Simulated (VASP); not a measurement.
# BBrCl₂: convergence, excitations by TDDFT

BBrCl₂, molecule in box, 4 atoms in the cell. PBE0, TDDFT by the Casida equation; PAW potentials Cl, B, Br (PBE set). VASP 6.6.1.

Wanted: first excitation within 0.05 eV.

Kernel: hybrid exchange.

POSCAR of the starting run:
```
BBrCl2
1.0
   11.7000000000      0.0000000000      0.0000000000
    0.0000000000     11.7000000000      0.0000000000
    0.0000000000      0.0000000000     11.7000000000
Cl B Br
2 1 1
Direct
    0.5485662434      0.5582094000      0.6295619692
    0.5367884588      0.3577649590      0.4691858974
    0.5019935878      0.4980299128      0.5023226462
    0.4126517100      0.5859957282      0.3989294872
```

The series start from Conduction bands in the pairs: 36; Valence bands in the pairs: 12; Vacuum around the molecule (Å): 9; Plane-wave cutoff (eV): 320. Each series keeps the choices made before it, and each single choice may use up half of a tolerance. Times cover all steps of a run.

## Conduction bands in the pairs

| Conduction bands in the pairs | First excitation (eV) | Time (s) |
|---|---|---|
| 4 | 5.229 | 71 |
| 12 | 5.229 | 71 |
| 24 | 5.228 | 72 |
| 36 (reference) | 5.226 | 73 |
| 60 | refused | 74 |
| 100 | refused | 80 |

VASP's message at the runs that stop: The number of conduction bands in the BSE kernel exeeds NBANDS.Reduce NBANDSV or redo the preceeding steps with larger NBANDS.

## Valence bands in the pairs

| Valence bands in the pairs | First excitation (eV) | Time (s) |
|---|---|---|
| 1 | 5.231 | 71 |
| 3 | 5.229 | 71 |
| 6 | 5.229 | 71 |
| 12 (reference) | 5.229 | 71 |

## Vacuum around the molecule (Å)

| Vacuum around the molecule (Å) | First excitation (eV) | Time (s) |
|---|---|---|
| 6 | 5.222 | 26 |
| 9 | 5.231 | 71 |
| 12 (reference) | 5.234 | 199 |

## Plane-wave cutoff (eV)

| Plane-wave cutoff (eV) | First excitation (eV) | Time (s) |
|---|---|---|
| 230 | 5.255 | 17 |
| 280 | 5.229 | 18 |
| 320 | 5.222 | 26 |
| 390 (reference) | 5.221 | 30 |

## Question

The rows run from the loosest to the tightest. For each series: choose the loosest value from which every tighter one stays within half of the tolerance.

## Answer

- Conduction bands in the pairs: 4
- Valence bands in the pairs: 1
- Vacuum around the molecule (Å): 6
- Plane-wave cutoff (eV): 280

## All choices together

| Input | First excitation (eV) | Time (s) |
|---|---|---|
| one pair of orbitals (naive) | 5.231 | 71 |
| chosen settings | 5.229 | 18 |
| reference settings throughout | 5.229 | 238 |

The tolerance is met.

## The input

INCAR.step1:
```
PREC = Accurate
ENCUT = 280
ISMEAR = 0
SIGMA = 0.02
EDIFF = 1E-5
LASPH = T
LWAVE = T
LCHARG = F
NBANDS = 52
```

INCAR.step2:
```
PREC = Accurate
ENCUT = 280
ISMEAR = 0
SIGMA = 0.02
EDIFF = 1E-7
LASPH = T
LWAVE = T
LCHARG = F
LOPTICS = T
ALGO = Normal
NBANDS = 52
NEDOS = 2000
CSHIFT = 0.1
GGA = PE
LHFCALC = T
AEXX = 0.25
ISTART = 1
PRECFOCK = Fast
HFRCUT = -1
```

INCAR.step3:
```
PREC = Accurate
ENCUT = 280
ISMEAR = 0
SIGMA = 0.02
EDIFF = 1E-7
LASPH = T
LWAVE = F
LCHARG = F
ALGO = TDHF
NBANDS = 52
NBANDSO = 1
NBANDSV = 4
IBSE = 2
NBSEEIG = 6
LHARTREE = T
LADDER = T
LFXC = T
ENCUTGW = 150
GGA = PE
LHFCALC = T
AEXX = 0.25
ISTART = 1
PRECFOCK = Fast
HFRCUT = -1
ANTIRES = 0
OMEGAMAX = 25
CSHIFT = 0.15
NOMEGA = 1000
```

KPOINTS:
```
k-points
0
Gamma
  1 1 1
```

POSCAR:
```
BBrCl2
1.0
    8.7000000000      0.0000000000      0.0000000000
    0.0000000000      8.7000000000      0.0000000000
    0.0000000000      0.0000000000      8.7000000000
Cl B Br
2 1 1
Direct
    0.5653132239      0.5782816069      0.6742385103
    0.5494741342      0.3087183931      0.4585603448
    0.5026810319      0.4973505724      0.5031235586
    0.3825316101      0.6156494276      0.3640775862
```

Commands (each step's output is kept before the next begins):
```
cat potpaw_PBE.64/Cl/POTCAR potpaw_PBE.64/B/POTCAR potpaw_PBE.64/Br/POTCAR > POTCAR
cp INCAR.step1 INCAR
mpirun -np 4 vasp_gam > vasp.out
cp INCAR.step2 INCAR
mpirun -np 4 vasp_gam > vasp.out
cp INCAR.step3 INCAR
mpirun -np 4 vasp_gam > vasp.out
```

The naive input happens to agree within the tolerance here, in 71 s.

The chosen input took VASP 6.6.1 18 s on 4 cores (Intel Xeon Platinum 8488C (Sapphire Rapids)), a shared host.
